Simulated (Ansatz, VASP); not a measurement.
# Cross-check of TiAl3 between VASP and Ansatz

One calculation is typed for both programs; each brings its own data sets and cutoff. How far apart do they land?

Calculated with Ansatz 0.2.0; plane waves, with VASP 6.6.1 beside it; relaxation of cell and atoms at PBEsol.

## Step 1: The starting structure

Symmetry: I4/mmm, No. 139, tetragonal system. Conventional cell: a = 3.822 Å, b = 3.822 Å, c = 8.561 Å, α = 90.00°, β = 90.00°, γ = 90.00°. Ti has 12 Al at 2.70 to 2.87 Å nearest. Nearest to Al lie 4 Ti at 2.70 Å and 8 Al at 2.87 Å. Nearest to Al lie 8 Al at 2.70 to 2.87 Å and 4 Ti at 2.87 Å. Farther neighbours are not listed.

As a file:

```
Ti Al
1.0
    -1.91111    1.91111    4.28067
     1.91111   -1.91111    4.28067
     1.91111    1.91111   -4.28067
Ti Al
1 3
Direct
  0.00000 0.00000 0.00000
  0.50000 0.50000 0.00000
  0.75000 0.25000 0.50000
  0.25000 0.75000 0.50000
```

## Step 2: VASP: relaxation of cell and atoms, PBEsol

The relaxed volume is the usual yardstick between codes: its relative difference is about their pressure difference at one cell divided by the bulk modulus.

Lines of VASP's logs that name or quote its potential files are left out, and so is its time.

File INCAR:

```
SYSTEM = TiAl3
PREC = Accurate
ENCUT = 520
EDIFF = 1E-06
NELM = 100
ISMEAR = -1
SIGMA = 0.05
LREAL = .FALSE.
ALGO = Normal
GGA = PS
NBANDS = 16
LORBIT = 11
LWAVE = .FALSE.
LCHARG = .FALSE.
KPAR = 4
IBRION = 2
NSW = 60
ISIF = 3
EDIFFG = -0.01
```

File POSCAR:

```
TiAl3
1.0
   -1.9111067713      1.9111067713      4.2806687947
    1.9111067713     -1.9111067713      4.2806687947
    1.9111067713      1.9111067713     -4.2806687947
Ti Al
1 3
Direct
    0.0000000000      0.0000000000      0.0000000000
    0.5000000000      0.5000000000      0.0000000000
    0.7500000000      0.2500000000      0.5000000000
    0.2500000000      0.7500000000      0.5000000000
```

File KPOINTS:

```
Automatic mesh
0
Gamma
8 8 8
0 0 0
```

PAW data sets: Ti_sv and Al (PBE family, release 64).

Launch:

```console
> mpirun -np 4 vasp_std
```

Numbers of over 12 decimals in the logs are rounded to 6 here.

The program printed:

```text
[banner, memory and clock lines left out]
running    4 mpi-ranks, on    1 nodes
 distrk:  each k-point on    1 cores,    4 groups
 distr:  one band on    1 cores,    1 groups

 POSCAR found type information on POSCAR TiAl
 POSCAR found :  2 types and       4 ions
|                                                                             |
|               ----> ADVICE to this user running VASP <----                  |
|                                                                             |
|     You enforced a specific xc type in the INCAR file but a different       |
|     [... a line on the potential file left out ...]
|     I HOPE YOU KNOW WHAT YOU ARE DOING!                                     |
|                                                                             |

 LDA part: xc-table for (Slater+PW92), standard interpolation
 POSCAR, INCAR and KPOINTS ok, starting setup
 FFT: planning ... GRIDC
 FFT: planning ... GRID_SOFT
 FFT: planning ... GRID
 WAVECAR not read
 entering main loop
       N       E                     dE             d eps       ncg     rms          rms(c)
DAV:   1     0.119010104640E+03    0.11901E+03   -0.92806E+03  1888   0.121E+03
DAV:   2    -0.153037636771E+02   -0.13431E+03   -0.13227E+03  1960   0.320E+02
DAV:   3    -0.241507499656E+02   -0.88470E+01   -0.86713E+01  3128   0.714E+01
DAV:   4    -0.243416752985E+02   -0.19093E+00   -0.19077E+00  2208   0.105E+01
DAV:   5    -0.243490742454E+02   -0.73989E-02   -0.73987E-02  3136   0.193E+00    0.113E+01
DAV:   6    -0.230148544332E+02    0.13342E+01   -0.28253E+01  2784   0.395E+01    0.666E+00
DAV:   7    -0.223233455802E+02    0.69151E+00   -0.88681E+00  2496   0.217E+01    0.309E+00
DAV:   8    -0.222864425000E+02    0.36903E-01   -0.13778E+00  2432   0.929E+00    0.171E+00
DAV:   9    -0.222389938514E+02    0.47449E-01   -0.43266E-01  2584   0.506E+00    0.240E-01
DAV:  10    -0.222405157859E+02   -0.15219E-02   -0.85764E-03  2336   0.711E-01    0.301E-01
DAV:  11    -0.222386826062E+02    0.18332E-02   -0.97715E-03  2736   0.672E-01    0.477E-02
DAV:  12    -0.222386810200E+02    0.15861E-05   -0.20743E-04  2400   0.110E-01    0.355E-02
DAV:  13    -0.222386811875E+02   -0.16747E-06   -0.35919E-06  2424   0.150E-02
   1 F= -.22238681E+02 E0= -.22232984E+02  d E =-.222387E+02
 curvature:   0.00 expect dE= 0.000E+00 dE for cont linesearch  0.000E+00
 trial: gam= 0.00000 g(F)=  0.110E-47 g(S)=  0.180E-02 ort = 0.000E+00 (trialstep = 0.100E+01)
 search vector abs. value=  0.180E-02
 bond charge predicted
       N       E                     dE             d eps       ncg     rms          rms(c)
DAV:   1    -0.222566281038E+02   -0.17947E-01   -0.32620E-01  2480   0.674E+00    0.121E+00
DAV:   2    -0.222506754354E+02    0.59527E-02   -0.34685E-01  2848   0.475E+00    0.702E-01
DAV:   3    -0.222383794830E+02    0.12296E-01   -0.92903E-02  2568   0.216E+00    0.145E-01
DAV:   4    -0.222382721976E+02    0.10729E-03   -0.29906E-03  2664   0.455E-01    0.512E-02
DAV:   5    -0.222384439352E+02   -0.17174E-03   -0.26977E-04  2808   0.103E-01    0.386E-02
DAV:   6    -0.222385181831E+02   -0.74248E-04   -0.21622E-04  2952   0.724E-02    0.118E-02
DAV:   7    -0.222385219903E+02   -0.38071E-05   -0.11358E-05  2088   0.223E-02    0.381E-03
DAV:   8    -0.222385220982E+02   -0.10792E-06   -0.52152E-07  1496   0.696E-03
   2 F= -.22238522E+02 E0= -.22232869E+02  d E =0.159089E-03
 trial-energy change:    0.000159  1 .order   -0.000112   -0.001802    0.001578
 step:   0.4162(harm=  0.5332)  dis= 0.00000  next Energy=   -22.239037 (dE=-0.355E-03)
 bond charge predicted
       N       E                     dE             d eps       ncg     rms          rms(c)
DAV:   1    -0.222452377922E+02   -0.67158E-02   -0.11298E-01  2480   0.397E+00    0.720E-01
DAV:   2    -0.222436086390E+02    0.16292E-02   -0.12926E-01  2832   0.288E+00    0.426E-01
DAV:   3    -0.222389057386E+02    0.47029E-02   -0.32688E-02  2592   0.128E+00    0.757E-02
DAV:   4    -0.222388806729E+02    0.25066E-04   -0.84501E-04  2592   0.227E-01    0.259E-02
DAV:   5    -0.222389382982E+02   -0.57625E-04   -0.12419E-04  2904   0.710E-02    0.277E-02
DAV:   6    -0.222389559904E+02   -0.17692E-04   -0.69679E-05  2848   0.532E-02    0.592E-03
DAV:   7    -0.222389572484E+02   -0.12581E-05   -0.71794E-06  2440   0.158E-02    0.189E-03
DAV:   8    -0.222389572438E+02    0.46130E-08   -0.32049E-07  1128   0.531E-03
   3 F= -.22238957E+02 E0= -.22233277E+02  d E =-.276056E-03
 curvature:  -0.25 expect dE=-0.122E-05 dE for cont linesearch -0.960E-06
 trial: gam=-0.04346 g(F)=  0.112E-47 g(S)=  0.488E-05 ort = 0.832E-04 (trialstep = 0.883E+00)
 search vector abs. value=  0.105E-05
 reached required accuracy - stopping structural energy minimisation
```

Parts of OUTCAR (step 2):

```text
ion  position               nearest neighbor table
   1  0.000  0.000  0.000-   2 2.70   2 2.70   2 2.70   2 2.70   4 2.87   3 2.87   4 2.87   4 2.87
                             3 2.87   3 2.87   4 2.87   3 2.87
   2  0.500  0.500  0.000-   1 2.70   1 2.70   1 2.70   1 2.70   4 2.87   3 2.87   4 2.87   3 2.87
                             4 2.87   4 2.87   3 2.87   3 2.87
   3  0.750  0.250  0.500-   4 2.70   4 2.70   4 2.70   4 2.70   2 2.87   1 2.87   2 2.87   1 2.87
                             2 2.87   2 2.87   1 2.87   1 2.87
   4  0.250  0.750  0.500-   3 2.70   3 2.70   3 2.70   3 2.70   2 2.87   1 2.87   2 2.87   2 2.87
                             1 2.87   1 2.87   2 2.87   1 2.87

  LATTYP: Found a body centered tetragonal cell.
 ALAT       =     3.8222135426
 C/A-ratio  =     2.2398899208

 Subroutine GETGRP returns: Found 16 space group operations
 (whereof 16 operations were pure point group operations)

The static configuration has the point symmetry D_4h.

 Found     59 irreducible k-points:

   k-points           NKPTS =     59   k-points in BZ     NKDIM =     59   number of bands    NBANDS=     16

   dimension x,y,z NGX =    40 NGY =   40 NGZ =   40
   dimension x,y,z NGXF=    80 NGYF=   80 NGZF=   80

   ENCUT  =  520.0 eV  38.22 Ry    6.18 a.u.   9.41  9.41  9.41*2*pi/ulx,y,z

   NELECT =      21.0000    total number of electrons

 k-points in reciprocal lattice and weights: Automatic mesh
   0.00000000  0.00000000  0.00000000       0.002
   0.12500000  0.00000000  0.00000000       0.016
   0.25000000  0.00000000  0.00000000       0.016
   0.37500000  0.00000000  0.00000000       0.016
   0.50000000  0.00000000  0.00000000       0.008
   0.12500000  0.12500000  0.00000000       0.016
   0.25000000  0.12500000  0.00000000       0.031
   0.37500000  0.12500000  0.00000000       0.031
   0.50000000  0.12500000  0.00000000       0.031
[...]
-0.37500000 -0.37500000  0.37500000       0.004
   0.50000000  0.50000000  0.50000000       0.002

 average (electrostatic) potential at core
       1 -71.8685       2 -71.2149       3 -71.1264       4 -71.1264

 E-fermi :   8.3235

 k-point     1 :       0.0000    0.0000    0.0000
  band No.  band energies     occupation
    ...
      6       5.4551      2.00000
      7       5.6925      2.00000
      8       6.8841      2.00000
      9       7.0870      2.00000
     10       7.0870      2.00000
     11       9.1645      0.00000
     12      10.0830      0.00000
     13      10.0830      0.00000
     14      10.5512      0.00000
     15      10.8270      0.00000
    ...

 k-point     2 :       0.1250    0.0000    0.0000
  band No.  band energies     occupation
    ...
      6       4.8535      2.00000
      7       6.0862      2.00000
      8       6.5477      2.00000
      9       6.9079      2.00000
     10       7.2047      2.00000
     11       8.6584      0.00246
     12       9.6321      0.00000
     13      10.3512      0.00000
     14      10.6849      0.00000
     15      11.3079      0.00000
    ...

 k-point     3 :       0.2500    0.0000    0.0000
  band No.  band energies     occupation
    ...
      7       5.1300      2.00000
      8       6.2052      2.00000
      9       7.4375      2.00000
     10       7.4531      2.00000
     11       8.2053      1.82800
     12       9.3623      0.00000
     13      10.3578      0.00000
     14      11.1244      0.00000
     15      11.7901      0.00000
     16      12.6668      0.00000

  Total       -0.0060250     -0.0060250     -0.0182107      0.0000000      0.0000000      0.0000000
  in kB       -0.1548775     -0.1548775     -0.4681166      0.0000000      0.0000000      0.0000000
  external PRESSURE =      -0.2592905 kB  Pullay stress =       0.0000000 kB

  energy-cutoff  :      520.00
  volume of cell :       62.33
      direct lattice vectors                 reciprocal lattice vectors
    -1.909026786  1.909026786  4.275613112     0.000000000  0.261913559  0.116942293
     1.909026786 -1.909026786  4.275613112     0.261913559  0.000000000  0.116942293
     1.909026786  1.909026786 -4.275613112     0.261913559  0.261913559  0.000000000

 POSITION                                       TOTAL-FORCE (eV/Angst)
 -----------------------------------------------------------------------------------
      0.00000      0.00000      0.00000         0.000000     -0.000000      0.000000
      0.00000      0.00000      4.27561         0.000000     -0.000000      0.000000
      0.00000      1.90903      2.13781        -0.000000     -0.000000      0.000000
      1.90903      0.00000      2.13781         0.000000      0.000000     -0.000000
 -----------------------------------------------------------------------------------
    total drift:                               -0.000000     -0.000000      0.000000

  FREE ENERGIE OF THE ION-ELECTRON SYSTEM (eV)
  ---------------------------------------------------
  free  energy   TOTEN  =       -22.2389572438 eV

  energy  without entropy=      -22.2275971437  energy(sigma->0) =      -22.23327719

 reached required accuracy - stopping structural energy minimisation

 total charge
# of ion       s       p       d       tot
------------------------------------------
    1        2.170   6.120   2.029  10.319
    2        0.446   0.376   0.000   0.822
    3        0.407   0.407   0.000   0.814
    4        0.407   0.407   0.000   0.814
--------------------------------------------------
tot          3.430   7.310   2.029  12.769

[... 3 further parts left out ...]
```

CONTCAR:

```
TiAl3
   1.00000000000000
    -1.9090267858696381    1.9090267858696381    4.2756131117180942
     1.9090267858696381   -1.9090267858696381    4.2756131117180942
     1.9090267858696381    1.9090267858696381   -4.2756131117180942
  Ti              Al
     1     3
Direct
     0.0000000000000000    0.0000000000000000    0.0000000000000000
     0.5000000000000000    0.5000000000000000    0.0000000000000000
     0.7500000000000000    0.2500000000000000    0.5000000000000000
     0.2500000000000000    0.7500000000000000    0.5000000000000000
```

This run has no spin polarisation. Its electron count is odd, so without a moment it is a metal by construction. The run keeps the 16 symmetry operations of its start, so it cannot find a distortion of lower symmetry.

[end of part 1 of 2]

[Lines on the potential files, build, host, timing and source positions are cut from VASP's logs without a mark.]

[Logs are printed without paths, hosts, clocks, repeated set-up lines and the standing remarks that a program may print on its own settings, such as how far it seeks lower states.]

[Hosts, paths, dates, database ids (printed as entryN), source tags and the programs' standing remarks are cut or masked in the printed files.]
